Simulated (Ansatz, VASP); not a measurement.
# Sn2SeO: VASP beside Ansatz, part 2 of 2

Wanted: the spread between two codes on one cell, functional and k mesh. The cell is generated by rule, not measured, and may not be a known phase. The cell is taken from a series of runs on this material, whose earlier steps may have relaxed, scaled, displaced or heated it; both programs get it as it stands.

VASP 6.6.1 and Ansatz 0.2.0.

So far: Set-up; VASP: relaxation of cell and atoms, PBEsol, pair 1; Ansatz: relaxation of cell and atoms, PBEsol, pair 1.

## 4. Side by side

Known differences besides the potentials themselves: the data sets hold 50 valence electrons in Ansatz (on norm-conserving files, of PseudoDojo where its log says so) and 40 in VASP; the cutoff is 1170.09 eV in Ansatz and 600 eV in VASP; Ansatz adds a Pulay correction to the stress that steers its cell, VASP none. Total energies have different zeros and are not compared.

The two programs side by side:

```
                                         quantity  Ansatz   VASP  difference
                                      volume (Å³)   90.08  90.04     +0.05 %
edge a after relaxation, in the typed setting (Å)   4.437  4.435     +0.04 %
edge c after relaxation, in the typed setting (Å)   4.575  4.577     -0.04 %
```

## 5. Ansatz: relaxation of cell and atoms, PBEsol, pair 2

The relaxed volume is the usual yardstick between codes: in a stiff, nearly cubic crystal its relative difference is about their pressure difference at one cell divided by the bulk modulus.

The cell is taken from a series of runs on this material, whose earlier steps may have relaxed, scaled, displaced or heated it; both programs get it as it stands.

input.yaml reads:

```yaml
crystal:
  lattice:
    - [4.4372870799, 0.0, 0.0]
    - [0.0, 4.4372870799, 0.0]
    - [0.0, 0.0, 4.5749111538]
  atoms:
    - { symbol: Sn, position: [0.5, 0.0, 0.2927946173] }
    - { symbol: Sn, position: [0.0, 0.5, 0.7072053827] }
    - { symbol: Se, position: [0.0, 0.0, 0.0] }
    - { symbol: O, position: [0.5, 0.5, 0.0] }
kpoints:
  mp_grid: { grid: [12, 12, 12] }
hamiltonian:
  xc: pbesol
  pseudopotentials: { kind: nc, accuracy: standard }
scf:
  occupations: { method: methfessel_paxton, width: 0.2 }
output:
  forces: true
  stress: true
  eigenvalues: true
relax:
  adjacent_minimum: "off"
  f_tol: 0.001
  max_steps: 60
  cell: { stress_tol: 0.01 }
```

Run with:

```console
ansatz run input.yaml --threads 8 --pin off --max-ram 14336MiB --backend cpu --events-out ev --progress --plain --runs-dir out
```

Numbers of over 12 decimals in the logs are rounded to 6 here.

The log of the run:

```text
[...]
Crystal: 4 atoms, lattice volume = 90.078 Å³
Basis set: ecut = 1170.089609 eV, 8201 PW (Γ), exchange–correlation on 100×100×108 points (8 copies of the dense FFT grid, shifted against one another)
Bands: 30, of which v1, the nominal top of the filled ones, is band 25 counted from 1 (24 counted from 0)
Symmetry: 8 space group operations
[...]
--- Relaxed structure (5 steps of the walk, 4 accepted, 1 SCFs on fresh bases) ---
[...]
cell:  # Å, volume = 89.9891 Å³
    - [4.437126, 0.0, 0]
    - [0.0, 4.437126, 0.0]
    - [0, 0.0, 4.570736]
  atoms:
    - { symbol: Sn, position: [0.5, 0.0, 0.293142] }
    - { symbol: Sn, position: [0, 0.5, 0.706858] }
    - { symbol: Se, position: [0, 0.0, 0] }
    - { symbol: O, position: [0.5, 0.5, 0] }
[key lines of the parts left out:]
SCF converged after 7 iterations
Free energy (F): -8024.123795 eV
Fermi energy:    8.963625 eV
P = ⅓ Tr σ = 0.0018 GPa (0.018 kbar)
```

## 6. VASP: relaxation of cell and atoms, PBEsol, pair 2

The same cell, functional, mesh and smearing now go to VASP, with its own data sets.

INCAR reads:

```
SYSTEM = Sn2SeO
PREC = Accurate
ENCUT = 600
EDIFF = 1E-07
NELM = 120
ISMEAR = 1
SIGMA = 0.2
LREAL = .FALSE.
ALGO = Normal
GGA = PS
NBANDS = 26
LORBIT = 11
LWAVE = .FALSE.
LCHARG = .FALSE.
ISIF = 3
IBRION = 2
NSW = 80
EDIFFG = -0.005
LASPH = .TRUE.
GGA_COMPAT = .FALSE.
NELMIN = 4
KPAR = 2
```

POSCAR reads:

```
Sn2SeO
1.0
    4.4372870000      0.0000000000      0.0000000000
    0.0000000000      4.4372870000      0.0000000000
    0.0000000000      0.0000000000      4.5749110000
Sn Se O
2 1 1
Direct
    0.5000001127      0.0000000000      0.2927945484
    0.0000000000      0.5000001127      0.7072054516
    0.0000000000      0.0000000000      0.0000000000
    0.5000001127      0.5000001127      0.0000000000
```

KPOINTS reads:

```
Automatic mesh
0
Gamma
12 12 12
0 0 0
```

Potentials, in the order of the species: Sn_d, Se and O (PBE family, release 64).

Run with:

```console
mpirun -np 2 vasp_std
```

The log of the run:

```text
[banner, memory and clock lines left out]
running    2 mpi-ranks, on    1 nodes
[...]
[... a notice as in an earlier step ...]

 LDA part: xc-table for (Slater+PW92), standard interpolation
 POSCAR, INCAR and KPOINTS ok, starting setup
[...]
entering main loop
       N       E                     dE             d eps       ncg     rms          rms(c)
DAV:   1     0.396933257945E+03    0.39693E+03   -0.21826E+04 10282   0.234E+03
DAV:   2     0.398088445693E+02   -0.35712E+03   -0.34923E+03 10426   0.546E+02
DAV:   3    -0.184836547310E+02   -0.58292E+02   -0.57070E+02 12606   0.181E+02
DAV:   4    -0.213376083720E+02   -0.28540E+01   -0.28397E+01 11468   0.425E+01
[...]
DAV:  14    -0.189372954273E+02    0.92794E-06   -0.42131E-05 12380   0.369E-02    0.712E-03
DAV:  15    -0.189372949491E+02    0.47812E-06   -0.33115E-06 11014   0.102E-02    0.270E-03
DAV:  16    -0.189372948663E+02    0.82787E-07   -0.47682E-07  8808   0.429E-03
   1 F= -.18937295E+02 E0= -.18937740E+02  d E =-.189373E+02
[... from here on, the cycles between the ionic steps are left out ...]
   2 F= -.18937364E+02 E0= -.18937818E+02  d E =-.694093E-04
   3 F= -.18937364E+02 E0= -.18937819E+02  d E =-.695476E-04
   4 F= -.18937411E+02 E0= -.18937877E+02  d E =-.465608E-04
   5 F= -.18937434E+02 E0= -.18937917E+02  d E =-.693227E-04
[...]
reached required accuracy - stopping structural energy minimisation
```

Parts of OUTCAR (step 6):

```text
  Total       -0.0018830     -0.0018830     -0.0187329      0.0000000      0.0000000      0.0000000
  in kB       -0.0335213     -0.0335213     -0.3334857      0.0000000      0.0000000      0.0000000
  external PRESSURE =      -0.1335094 kB  Pullay stress =       0.0000000 kB

 POSITION                                       TOTAL-FORCE (eV/Angst)
 -----------------------------------------------------------------------------------
      2.21686      4.43372      1.34500         0.000000     -0.000000     -0.000753
      0.00000      2.21686      3.23329         0.000000      0.000000      0.000753
      0.00000      0.00000      4.57829         0.000000      0.000000      0.000000
      2.21686      2.21686      4.57829         0.000000      0.000000      0.000000
 -----------------------------------------------------------------------------------
    total drift:                               -0.000853     -0.000853      0.000000

  FREE ENERGIE OF THE ION-ELECTRON SYSTEM (eV)
  ---------------------------------------------------
  free  energy   TOTEN  =       -18.9374337367 eV

  energy  without entropy=      -18.9388834435  energy(sigma->0) =      -18.93791697

[... 1 part as in an earlier step ...]

[... 3 further parts left out ...]
[key lines of the parts left out:]
E-fermi :   5.4192
```

## 7. Comparison

What differs besides the data sets and the points named for the pairs above, as far as they apply: the data sets hold 50 valence electrons in Ansatz (on norm-conserving files, of PseudoDojo where its log says so) and 40 in VASP. Total energies have different zeros and are not compared.

The two programs side by side:

```
                                         quantity  Ansatz   VASP  difference
                                      volume (Å³)   89.99  90.00     -0.01 %
edge a after relaxation, in the typed setting (Å)   4.437  4.434     +0.08 %
edge c after relaxation, in the typed setting (Å)   4.571  4.578     -0.17 %
```

## 8. Results

```
difference in volume (relaxation of cell and atoms, PBEsol, pair 1)                                        : 0.045 %
difference in edge c after relaxation, in the typed setting (relaxation of cell and atoms, PBEsol, pair 2) : -0.17 %
```

What this shows: The difference in edge c after relaxation, in the typed setting is -0.17 % (relaxation of cell and atoms, PBEsol, pair 2), within the 1.2 % picked in this series as the mark of a large difference, as far as the stopping tolerances let one tell. The data sets hold unlike numbers of valence electrons (50 in Ansatz and 40 in VASP), so part of the differences comes from the potentials. 1 further run of this series is not shown here. Such differences can come from data sets, numerical settings and the points named under the comparisons, not from the functional's error against experiment.

[Lines on the potential files, build, host, timing and source positions are cut from VASP's logs without a mark.]

[Logs are printed without paths, hosts, clocks, repeated set-up lines and the standing remarks that a program may print on its own settings, such as how far it seeks lower states.]

[Hosts, paths, dates, database ids (printed as entryN), source tags and the programs' standing remarks are cut or masked in the printed files.]
